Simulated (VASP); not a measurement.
# SnO2 (Cassiterite): structure and properties in VASP, part 2 of 6

Wanted: the relaxed cell of SnO2 (Cassiterite) and its properties. The start is a cell from a database of measured crystal structures.

VASP 6.6.1; r2SCAN; plane waves and PAW (Sn_d, O).

So far, gap on the k-mesh (eV): step 3 (full relaxation (r2SCAN)) 1.73.

### Step 4. Second relaxation

The basis stayed that of the start cell while the cell moved. A rerun from the cell reached resets it; the error of the finite cutoff stays.

Input file INCAR:

```
SYSTEM = SnO2
PREC = Accurate
ENCUT = 520
EDIFF = 1E-06
NELM = 100
ISMEAR = 0
SIGMA = 0.05
LREAL = .FALSE.
ALGO = Normal
METAGGA = R2SCAN
LASPH = .TRUE.
NBANDS = 32
LORBIT = 11
LWAVE = .FALSE.
LCHARG = .FALSE.
KPAR = 4
IBRION = 2
NSW = 60
ISIF = 3
EDIFFG = -0.01
```

Input file POSCAR:

```
SnO2
1.0
    4.7647435691      0.0000000000      0.0000000000
    0.0000000000      4.7647435691      0.0000000000
    0.0000000000      0.0000000000      3.2089936058
Sn O
2 4
Direct
    0.0000000000      0.0000000000      0.0000000000
    0.5000000000      0.5000000000      0.5000000000
    0.3059235932      0.3059235932      0.0000000000
    0.1940764068      0.8059235932      0.5000000000
    0.6940764068      0.6940764068      0.0000000000
    0.8059235932      0.1940764068      0.5000000000
```

Input file KPOINTS:

```
Automatic mesh
0
Gamma
6 6 8
0 0 0
```

Potentials, in the order of the species: Sn_d and O (PBE family, release 64).

The run is started by

```
$ mpirun -np 4 vasp_std
```

What it wrote:

```text
[... set-up lines as in an earlier step ...]
 entering main loop
       N       E                     dE             d eps       ncg     rms          rms(c)
DAV:   1     0.594554842201E+03    0.59455E+03   -0.26753E+04  3488   0.257E+03
DAV:   2    -0.590007383979E+01   -0.60045E+03   -0.57584E+03  3600   0.678E+02
DAV:   3    -0.988472884217E+02   -0.92947E+02   -0.91704E+02  3688   0.224E+02
DAV:   4    -0.103261397407E+03   -0.44141E+01   -0.43976E+01  3856   0.541E+01
DAV:   5    -0.103399248853E+03   -0.13785E+00   -0.13782E+00  4080   0.971E+00    0.157E+01
DAV:   6    -0.841792217241E+02    0.19220E+02   -0.14025E+01  4968   0.732E+01    0.682E+00
DAV:   7    -0.845574943282E+02   -0.37827E+00   -0.31991E+00  4528   0.123E+01    0.391E+00
DAV:   8    -0.846805505070E+02   -0.12306E+00   -0.59610E-01  4480   0.116E+01    0.138E+00
DAV:   9    -0.846302256378E+02    0.50325E-01   -0.26022E-01  4808   0.768E+00    0.229E-01
DAV:  10    -0.846317529493E+02   -0.15273E-02   -0.20272E-02  3696   0.996E-01    0.200E-01
DAV:  11    -0.846316547336E+02    0.98216E-04   -0.64806E-03  3824   0.626E-01    0.103E-01
DAV:  12    -0.846315273312E+02    0.12740E-03   -0.43824E-04  4144   0.178E-01    0.527E-02
DAV:  13    -0.846314932010E+02    0.34130E-04   -0.96998E-05  4344   0.947E-02    0.270E-02
DAV:  14    -0.846314832763E+02    0.99246E-05   -0.55524E-05  4144   0.591E-02    0.196E-03
DAV:  15    -0.846314842130E+02   -0.93663E-06   -0.39177E-06  3440   0.141E-02
   1 F= -.84631484E+02 E0= -.84631484E+02  d E =-.846315E+02
 curvature:   0.00 expect dE= 0.000E+00 dE for cont linesearch  0.000E+00
 trial: gam= 0.00000 g(F)=  0.129E-04 g(S)=  0.252E-04 ort = 0.000E+00 (trialstep = 0.100E+01)
 search vector abs. value=  0.381E-04
 reached required accuracy - stopping structural energy minimisation
```

Elapsed: 67 s, on 4 MPI ranks of Intel Xeon Platinum 8259CL at 2.50GHz (Skylake/Cascade Lake), shared host; peak memory 0.92 GiB; 4.4 min of CPU time.

Parts of OUTCAR (step 4):

```text
  LATTYP: Found a simple tetragonal cell.
 ALAT       =     4.7647435691
 C/A-ratio  =     0.6734871582

 Found     50 irreducible k-points:

   ENCUT  =  520.0 eV  38.22 Ry    6.18 a.u.   8.86  8.86  5.97*2*pi/ulx,y,z

   NELECT =      52.0000    total number of electrons

 E-fermi :   5.8201

 k-point     1 :       0.0000    0.0000    0.0000
  band No.  band energies     occupation
    ...
     22       4.2819      2.00000
     23       4.2819      2.00000
     24       4.7349      2.00000
     25       4.7349      2.00000
     26       5.5055      2.00000
     27       7.2393      0.00000
     28      12.2582      0.00000
     29      12.5169      0.00000
     30      12.5169      0.00000
     31      16.5908      0.00000
    ...

 k-point     2 :       0.1667    0.0000    0.0000
  band No.  band energies     occupation
    ...
     22       4.2320      2.00000
     23       4.2898      2.00000
     24       4.3090      2.00000
     25       4.7540      2.00000
     26       5.3710      2.00000
     27       7.9019      0.00000
     28      12.0171      0.00000
     29      12.6343      0.00000
     30      12.7661      0.00000
     31      16.8796      0.00000
    ...

  Total        0.0308461      0.0308461     -0.0350957     -0.0000000      0.0000000      0.0000000
  in kB        0.6783651      0.6783651     -0.7718199     -0.0000000      0.0000000      0.0000000
  external PRESSURE =       0.1949701 kB  Pullay stress =       0.0000000 kB

  energy-cutoff  :      520.00
  volume of cell :       72.85
      direct lattice vectors                 reciprocal lattice vectors
     4.764743569  0.000000000  0.000000000     0.209874883  0.000000000  0.000000000
     0.000000000  4.764743569  0.000000000     0.000000000  0.209874883  0.000000000
     0.000000000  0.000000000  3.208993606     0.000000000  0.000000000  0.311624180

 POSITION                                       TOTAL-FORCE (eV/Angst)
 -----------------------------------------------------------------------------------
      0.00000      0.00000      0.00000         0.000000      0.000000      0.000000
      2.38237      2.38237      1.60450         0.000000      0.000000      0.000000
      1.45765      1.45765      0.00000        -0.005776     -0.005776      0.000000
      0.92472      3.84002      1.60450         0.005776     -0.005776      0.000000
      3.30710      3.30710      0.00000         0.005776      0.005776      0.000000
      3.84002      0.92472      1.60450        -0.005776      0.005776      0.000000
 -----------------------------------------------------------------------------------
    total drift:                                0.000000      0.000000      0.000000

  FREE ENERGIE OF THE ION-ELECTRON SYSTEM (eV)
  ---------------------------------------------------
  free  energy   TOTEN  =       -84.6314842130 eV

  energy  without entropy=      -84.6314842130  energy(sigma->0) =      -84.63148421

 total charge
# of ion       s       p       d       tot
------------------------------------------
    1        0.832   1.097  10.375  12.304
    2        0.832   1.097  10.375  12.304
    3        1.562   3.536   0.000   5.098
    4        1.562   3.536   0.000   5.098
    5        1.562   3.536   0.000   5.098
    6        1.562   3.536   0.000   5.098
--------------------------------------------------
tot          7.914  16.336  20.749  44.999

[... 6 parts as in an earlier step ...]

[... 6 further parts left out ...]
```

CONTCAR:

```
SnO2
   1.00000000000000
     4.7647435691000002    0.0000000000000000    0.0000000000000000
     0.0000000000000000    4.7647435691000002    0.0000000000000000
     0.0000000000000000    0.0000000000000000    3.2089936057999999
  Sn              O
     2     4
Direct
     0.0000000000000000    0.0000000000000000    0.0000000000000000
     0.5000000000000000    0.5000000000000000    0.5000000000000000
     0.3059235931999993    0.3059235931999993    0.0000000000000000
     0.1940764068000007    0.8059235931999993    0.5000000000000000
     0.6940764068000007    0.6940764068000007    0.0000000000000000
     0.8059235931999993    0.1940764068000007    0.5000000000000000
```

Little changed from the start: no atom moved by 0.005 Å and no cell edge by 0.1 %.

This step gave:

* free energy (TOTEN): -84.6315 eV
* pressure: 0.01950 GPa
* SCF cycles over all ionic steps: 15

It ends with a largest force of 0.008 eV/Å and a pressure of 0.02 GPa. The volume moved by under 0.01 %: the run met its threshold at the first step.

### Step 5. Density, ELF and potential (r2SCAN)

A single point on the relaxed cell gives a clean self-consistent state, with density, ELF and potential written out.

INCAR, as its differences from that of step 4:

```diff
@@ -14,7 +14,5 @@
 LWAVE = .FALSE.
-LCHARG = .FALSE.
-KPAR = 4
-IBRION = 2
-NSW = 60
-ISIF = 3
-EDIFFG = -0.01
+LCHARG = .TRUE.
+ISIF = 2
+LELF = .TRUE.
+LVHAR = .TRUE.
```

POSCAR is that of step 4.

KPOINTS is that of step 4.

The run is started by

```
$ mpirun -np 4 vasp_std
```

What it wrote:

```text
[banner, memory and clock lines left out]
running    4 mpi-ranks, on    1 nodes
 distrk:  each k-point on    4 cores,    1 groups
 distr:  one band on    1 cores,    4 groups

 POSCAR found type information on POSCAR SnO
 POSCAR found :  2 types and       6 ions
 [... a notice as in an earlier step ...]

 LDA part: xc-table for (None), standard interpolation
 POSCAR, INCAR and KPOINTS ok, starting setup
 FFT: planning ... GRIDC
 FFT: planning ... GRID_SOFT
 FFT: planning ... GRID
 WAVECAR not read
 entering main loop
       N       E                     dE             d eps       ncg     rms          rms(c)
DAV:   1     0.594554842203E+03    0.59455E+03   -0.26753E+04  3488   0.257E+03
DAV:   2    -0.590007384007E+01   -0.60045E+03   -0.57584E+03  3600   0.678E+02
DAV:   3    -0.988472884219E+02   -0.92947E+02   -0.91704E+02  3688   0.224E+02
[... 2 cycles as in an earlier step ...]
DAV:   6    -0.841792217242E+02    0.19220E+02   -0.14025E+01  4968   0.732E+01    0.682E+00
DAV:   7    -0.845574943284E+02   -0.37827E+00   -0.31991E+00  4528   0.123E+01    0.391E+00
DAV:   8    -0.846805505072E+02   -0.12306E+00   -0.59610E-01  4480   0.116E+01    0.138E+00
DAV:   9    -0.846302256379E+02    0.50325E-01   -0.26022E-01  4808   0.768E+00    0.229E-01
DAV:  10    -0.846317529494E+02   -0.15273E-02   -0.20272E-02  3696   0.996E-01    0.200E-01
DAV:  11    -0.846316547337E+02    0.98216E-04   -0.64806E-03  3824   0.626E-01    0.103E-01
[... 1 cycle as in an earlier step ...]
DAV:  13    -0.846314932013E+02    0.34130E-04   -0.96998E-05  4344   0.947E-02    0.270E-02
DAV:  14    -0.846314832764E+02    0.99248E-05   -0.55524E-05  4144   0.591E-02    0.196E-03
DAV:  15    -0.846314842131E+02   -0.93672E-06   -0.39177E-06  3440   0.141E-02
   1 F= -.84631484E+02 E0= -.84631484E+02  d E =-.628120E-21
```

The job ended after 68 s (4 MPI ranks; peak memory 0.61 GiB).

Parts of OUTCAR (step 5):

```text
   NELECT =      52.0000    total number of electrons

 E-fermi :   5.8201

  Total        0.0308461      0.0308461     -0.0350956      0.0000000      0.0000000      0.0000000
  in kB        0.6783637      0.6783637     -0.7718192      0.0000000      0.0000000      0.0000000
  external PRESSURE =       0.1949694 kB  Pullay stress =       0.0000000 kB

 POSITION                                       TOTAL-FORCE (eV/Angst)
 -----------------------------------------------------------------------------------
      0.00000      0.00000      0.00000        -0.000000      0.000000      0.000000
      2.38237      2.38237      1.60450        -0.000000      0.000000      0.000000
      1.45765      1.45765      0.00000        -0.005776     -0.005776      0.000000
      0.92472      3.84002      1.60450         0.005776     -0.005776      0.000000
      3.30710      3.30710      0.00000         0.005776      0.005776      0.000000
      3.84002      0.92472      1.60450        -0.005776      0.005776      0.000000
 -----------------------------------------------------------------------------------
    total drift:                                0.000000      0.000000      0.000000

  FREE ENERGIE OF THE ION-ELECTRON SYSTEM (eV)
  ---------------------------------------------------
  free  energy   TOTEN  =       -84.6314842131 eV

  energy  without entropy=      -84.6314842131  energy(sigma->0) =      -84.63148421

[... 17 parts as in an earlier step ...]

[... 1 further part left out ...]
```

Numbers from this step:

* SCF cycles: 15

Valence electrons inside each PAW sphere by angular momentum. Sphere charges, by row:

```csv
atom,s (e),p (e),d (e),tot (e)
Sn1,0.832,1.097,10.38,12.3
Sn2,0.832,1.097,10.38,12.3
O3,1.562,3.536,0,5.098
O4,1.562,3.536,0,5.098
O5,1.562,3.536,0,5.098
O6,1.562,3.536,0,5.098
```

Electrostatic potential energy in the ab plane at fractional z = 0.000, with atoms of Sn and O within 0.2 Å of it. With pseudopotentials it is smooth inside the atoms' cores, unlike the true potential.

Ten even steps from '0' (-87 eV) to '9' (7 eV), each cell a mean:
```
01489999999730
24799999999853
67899999866887
99999999643699
99999999644699
99999999866899
99999999999999
99998899999999
99954589999999
99844489999999
88864599999998
45788999999874
02589999999741
00489999999620
```
Columns run along a (4.8 Å; values clipped at the 3rd and 97th percentile), rows up along b (4.8 Å). Atoms in or near the plane, at fractional coordinates: Sn at (0.00, 0.00), O at (0.31, 0.31), O at (0.69, 0.69).

ELF in the ab plane at fractional z = 0.000, with atoms of Sn and O within 0.2 Å of it. It is the smooth field of the valence electrons, not physical close to the nuclei.

Ten even steps from '0' (0.02) to '9' (0.83), each cell a mean:
```
00210000232220
12210004787532
22100017999852
00000038976972
00000027967983
00011004899972
00366411478740
04899851023100
15997884000000
15985796100000
13898996100011
23489983000122
01335540000220
00211100000210
```
Columns run along a (4.8 Å), rows up along b (4.8 Å). Atoms in or near the plane, at fractional coordinates: Sn at (0.00, 0.00), O at (0.31, 0.31), O at (0.69, 0.69).

Valence density in the ab plane at fractional z = 0.000, with atoms of Sn and O within 0.2 Å of it. It is the smooth field of the valence electrons, not physical close to the nuclei.

Values in e/Å³, 14 rows by 14 columns, each cell a mean:
```
 9  5  1  0  0  0  0  0  0  0  0  1  3  7
 4  2  1  0  0  0  0  0  0  1  1  1  1  3
 1  0  0  0  0  0  0  0  1  3  3  1  1  1
 0  0  0  0  0  0  0  1  3  6  6  3  1  0
 0  0  0  0  0  0  0  1  3  6  6  3  1  0
 0  0  0  0  0  0  0  0  1  3  3  1  0  0
 0  0  0  0  0  0  0  0  0  1  1  0  0  0
 0  0  0  1  2  1  1  0  0  0  0  0  0  0
 0  0  1  3  5  4  1  0  0  0  0  0  0  0
 0  0  1  5  7  5  2  0  0  0  0  0  0  0
 0  0  1  3  5  3  1  0  0  0  0  0  0  0
 2  1  1  1  1  1  0  0  0  0  0  0  1  1
 7  4  1  0  0  0  0  0  0  0  0  0  2  5
12  7  2  0  0  0  0  0  0  0  0  1  4  9
```
Columns run along a (4.8 Å), rows up along b (4.8 Å). Atoms in or near the plane, at fractional coordinates: Sn at (0.00, 0.00), O at (0.31, 0.31), O at (0.69, 0.69).

In this run the pressure is 0.02 GPa, small enough to go on.

[end of part 2 of 6]

[Lines on the potential files, build, host, timing and source positions are cut from VASP's logs without a mark.]

[Logs are printed without paths, hosts, clocks, repeated set-up lines and the standing remarks that a program may print on its own settings, such as how far it seeks lower states.]

[Hosts, paths, dates, database ids (printed as entryN), source tags and the programs' standing remarks are cut or masked in the printed files.]

[Measured values are set beside computed ones only where the two were judged alike; some that the calculation misses by far are left out.]

[In band tables of VASP the shares of atoms and orbitals are scaled to a sum of 1 inside the atoms' spheres.]
